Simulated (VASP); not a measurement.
Consider the following.

```
Ru
1.0
    2.69008     0.00000     0.00000
   -1.34504     2.32968     0.00000
    0.00000     0.00000     4.24223
Ru
2
Direct
  0.33333   0.66667   0.25000
  0.66667   0.33333   0.75000
```

Method: PBEsol GGA, VASP's PBE PAW potentials (set 64) (plane waves; VASP 6.6.1). Run with 400 eV cut-off, Gaussian smearing of 0.050 eV, potentials Ru_pv.

Problem. Predict the band gap (along the path) with the smallest direct gap where there is one.

Solution. 
```
Property                                                     Result
-------------------------  ----------------------------------------
band gap (along the path)  none (metal, semimetal or under 0.01 eV)
```

Total energies compare only between runs with the same potentials, cut-off and functional.

The structure comes from a measured Ru entry (P6_3/mmc) of the Crystallography Open Database, whose conditions weren't checked. It was relaxed first.
